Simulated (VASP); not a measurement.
Computed with LDA (Ceperley-Alder, Perdew-Zunger), VASP's LDA PAW potentials (set 64) (plane waves; VASP).

VASP input:

### POSCAR
```
BaTiO3
1.0
  2.7912900000   1.6115520000   2.2888490000
 -2.7912900000   1.6115520000   2.2888490000
  0.0000000000  -3.2231040000   2.2888490000
Ba Ti O
1 1 3
Cart
 -0.0466396646  -0.0844920598   0.0301899183
 -0.0206415895   0.0635837842   3.5198034364
 -1.2974837046   0.7584463293   4.3654484545
 -0.0112461074  -1.5232470082   4.4855352062
  1.3760082749   0.7857105660   4.5668808996
```

**KPOINTS**
```
kpoints
0
Gamma
  5 5 5
0 0 0
```

INCAR:
```
! general
SYSTEM  = BaTiO3
PREC    = Accurate
ENCUT   = 400
LREAL   = .FALSE.
LASPH   = .TRUE.

! electronic loop
EDIFF   = 1E-6
NELM    = 100
ALGO    = Normal
LMAXMIX = 4

! smearing
ISMEAR  = 0
SIGMA   = 0.01

! ions
ISIF    = 2

! output
LWAVE   = .FALSE.
LCHARG  = .FALSE.
```

POTCAR, in this order: Ba_sv Ti_sv O (LDA.64 set). Program: vasp_std.

The resulting files:

File OUTCAR:
```
 ion  position               nearest neighbor table
   1  0.987  0.004  0.022-   3 2.67   3 2.70   5 2.73   5 2.75   4 2.76   4 2.81   4 2.81   5 2.83
                             4 2.83   5 2.87   3 2.91   3 2.95   2 3.26   2 3.35   2 3.38   2 3.39
   2  0.515  0.523  0.499-   3 1.68   4 1.86   5 1.89   5 2.07   4 2.10   3 2.28   1 3.26   1 3.35
                             1 3.38   1 3.39   1 3.45   1 3.49   1 3.50   1 3.58
   3  0.482  0.947  0.479-   2 1.68   2 2.28   1 2.67   1 2.70   1 2.91   1 2.95
   4  0.494  0.498  0.968-   2 1.86   2 2.10   1 2.76   1 2.81   1 2.81   1 2.83
   5  0.993  0.500  0.503-   2 1.89   2 2.07   1 2.73   1 2.75   1 2.83   1 2.87
  LATTYP: Found a trigonal (rhomboedric) cell.
 ALAT       =     3.9531290717
 COS(alpha) =     0.0028558952
 Subroutine PRICEL returns:
 Original cell was already a primitive cell.
 Subroutine GETGRP returns: Found  1 space group operations
The static configuration has the point symmetry C_1 .
The dynamic configuration has the point symmetry C_1 .
 Subroutine INISYM returns: Found  1 space group operations
 Subroutine IBZKPT returns following result:
 Found     63 irreducible k-points:

 Following reciprocal coordinates:
            Coordinates               Weight
  0.000000  0.000000  0.000000      1.000000
  0.200000  0.000000  0.000000      2.000000
  0.000000  0.200000  0.000000      2.000000
  0.000000  0.000000  0.200000      2.000000
  0.400000 -0.000000  0.000000      2.000000
 -0.000000  0.400000  0.000000      2.000000
  0.000000  0.000000  0.400000      2.000000
  0.200000  0.200000  0.000000      2.000000
 -0.200000 -0.000000 -0.200000      2.000000
  0.000000  0.200000  0.200000      2.000000
  0.400000  0.200000  0.000000      2.000000
 -0.400000  0.000000 -0.200000      2.000000
 -0.000000  0.400000  0.200000      2.000000
 -0.200000 -0.400000  0.000000      2.000000
  0.200000 -0.000000  0.400000      2.000000
  0.000000 -0.200000 -0.400000      2.000000
 -0.400000  0.200000  0.000000      2.000000
  0.400000 -0.000000 -0.200000      2.000000
...
```

### OSZICAR
```
       N       E                     dE             d eps       ncg     rms          rms(c)
DAV:   1     0.396977537145E+03    0.39698E+03   -0.18670E+04  3024   0.151E+03
DAV:   2    -0.174448468172E+02   -0.41442E+03   -0.40696E+03  3952   0.443E+02
DAV:   3    -0.519839898756E+02   -0.34539E+02   -0.34236E+02  4360   0.128E+02
DAV:   4    -0.534309319973E+02   -0.14469E+01   -0.14463E+01  4416   0.232E+01
DAV:   5    -0.534661682908E+02   -0.35236E-01   -0.35234E-01  4176   0.296E+00    0.273E+01
DAV:   6    -0.439543920172E+02    0.95118E+01   -0.68670E+01  4912   0.820E+01    0.109E+01
DAV:   7    -0.439229305480E+02    0.31461E-01   -0.10971E+01  4008   0.266E+01    0.815E+00
DAV:   8    -0.437928890472E+02    0.13004E+00   -0.12016E+00  4112   0.118E+01    0.216E+00
DAV:   9    -0.437915123393E+02    0.13767E-02   -0.18283E-01  3848   0.363E+00    0.895E-01
DAV:  10    -0.437857942856E+02    0.57181E-02   -0.74694E-02  4296   0.260E+00    0.380E-01
DAV:  11    -0.437843841805E+02    0.14101E-02   -0.14620E-02  4096   0.783E-01    0.129E-01
DAV:  12    -0.437842713343E+02    0.11285E-03   -0.95979E-04  3848   0.285E-01    0.399E-02
DAV:  13    -0.437842827302E+02   -0.11396E-04   -0.47167E-04  4232   0.188E-01    0.387E-02
DAV:  14    -0.437842641583E+02    0.18572E-04   -0.92535E-05  3880   0.696E-02    0.119E-02
DAV:  15    -0.437842627993E+02    0.13590E-05   -0.17665E-05  4296   0.284E-02    0.325E-03
DAV:  16    -0.437842626718E+02    0.12754E-06   -0.13600E-06  1952   0.126E-02
   1 F= -.43784263E+02 E0= -.43784263E+02  d E =-.203736-147
```

File OUTCAR:
```
------------------------ aborting loop because EDIFF is reached ----------------------------------------
  FORCE on cell =-STRESS in cart. coord.  units (eV):
  Direction    XX          YY          ZZ          XY          YZ          ZX
  --------------------------------------------------------------------------------------
  Total        2.8172099      1.4527542      1.1241659     -1.6463371      1.1900965     -1.9962279
  in kB       73.0654595     37.6777565     29.1556887    -42.6984081     30.8656245    -51.7729630
  external PRESSURE =      46.6329682 kB  Pullay stress =       0.0000000 kB
  volume of cell :       61.78
      direct lattice vectors                 reciprocal lattice vectors
     2.791290000  1.611552000  2.288849000     0.179128647  0.103419974  0.145633606
    -2.791290000  1.611552000  2.288849000    -0.179128647  0.103419974  0.145633606
     0.000000000 -3.223104000  2.288849000     0.000000000 -0.206839949  0.145633606
 POSITION                                       TOTAL-FORCE (eV/Angst)
 -----------------------------------------------------------------------------------
      2.74465      1.52706      2.31904         0.302356      0.909331     -0.228153
     -0.02064      0.06358      3.51980         1.559385     -1.502886     -1.535081
     -1.29748      0.75845      4.36545        -2.741421      1.739497      2.267394
     -0.01125     -1.52325      4.48554         0.479910     -1.217604      0.271420
      1.37601      0.78571      4.56688         0.399770      0.071663     -0.775580
 -----------------------------------------------------------------------------------
    total drift:                               -0.000824      0.001263      0.001106
  FREE ENERGIE OF THE ION-ELECTRON SYSTEM (eV)
  ---------------------------------------------------
  free  energy   TOTEN  =       -43.7842626718 eV

  energy  without entropy=      -43.7842626718  energy(sigma->0) =      -43.78426267
```
(Selected blocks of OUTCAR.)

OUTCAR:
```
 val. band max:        3.7536637531   @ k =   0.4000   0.4000   0.4000

 cond. band min:       6.1992914904   @ k =   0.0000   0.0000   0.0000


 Fermi energy:         3.9355313589

 k-point     1 :       0.0000    0.0000    0.0000
  band No.  band energies     occupation
      1     -51.3641      2.00000
      2     -28.3443      2.00000
      3     -28.0324      2.00000
      4     -28.0050      2.00000
      5     -20.8678      2.00000
      6     -12.8528      2.00000
      7     -12.2236      2.00000
      8     -11.9993      2.00000
      9      -6.1177      2.00000
     10      -6.0666      2.00000
     11      -6.0429      2.00000
     12       1.4147      2.00000
     13       1.4652      2.00000
     14       1.5626      2.00000
     15       2.0198      2.00000
     16       2.0779      2.00000
     17       2.6737      2.00000
     18       3.0729      2.00000
     19       3.3792      2.00000
     20       3.4617      2.00000
     21       6.1993      0.00000
     22       6.6780      0.00000
     23       6.9056      0.00000
     24       8.6696      0.00000

 k-point     2 :       0.2000    0.0000    0.0000
  band No.  band energies     occupation
      1     -51.3634      2.00000
      2     -28.3434      2.00000
      3     -28.0359      2.00000
      4     -28.0247      2.00000
      5     -20.8167      2.00000
      6     -12.9514      2.00000
      7     -12.1647      2.00000
      8     -11.9396      2.00000
      9      -6.0207      2.00000
     10      -6.0031      2.00000
     11      -5.9154      2.00000
     12       0.9428      2.00000
     13       1.1429      2.00000
     14       1.3017      2.00000
     15       1.6628      2.00000
     16       2.0293      2.00000
     17       2.4903      2.00000
     18       2.6308      2.00000
     19       3.0895      2.00000
     20       3.2001      2.00000
     21       6.6628      0.00000
     22       6.8822      0.00000
     23       7.1223      0.00000
     24       9.0210      0.00000
...
```

At this cut-off the stress carries a Pulay error, which pulls relaxed volumes low. Unless said otherwise, spin-orbit coupling is left out, though it shifts the bands of the heavy elements here.

The structure comes from a computed database's BaTiO3 entry; how it stands against other phases isn't given here. The cell was not relaxed at this level, atoms are displaced from their ideal sites, and its volume differs by -5.9 % from the start's.
